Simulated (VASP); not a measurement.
Consider the following.

```xyz
4
Lattice="1.6599 -5.5195 0.0000 1.6599 5.5195 0.0000 0.0000 0.0000 4.5258" Properties=species:S:1:pos:R:3 pbc="T T T"
P      1.6599     4.4576     4.1394
P      1.6599     1.0619     1.8765
P      1.6599    -1.0619     2.6492
P      1.6599    -4.4576     0.3863
```

The numbers are results of PW91 GGA, VASP's PBE PAW potentials (set 64) (plane waves; VASP), not measurements. Settings: 520 eV cut-off, 8×8×6 Γ-centred mesh, tetrahedra with Blöchl corrections, potentials P.

The cores are frozen, which limits the accuracy of field gradients. Without a dispersion term in the relaxation, distances and binding between the weakly bound layers, chains or molecules are unreliable, and so is what depends on them.

### Question
Give the principal components of the electric field gradient (V/Å²) and the asymmetry η at each nucleus.

### Answer

```tsv
atom	Vxx	Vyy	Vzz	η
P1	40.9	35.6	-76.5	0.07
P2	40.9	35.6	-76.5	0.07
P3	40.9	35.6	-76.5	0.07
P4	40.9	35.6	-76.5	0.07
```

The compound is P in the black structure. It was relaxed first, which changed the volume by +9 %.
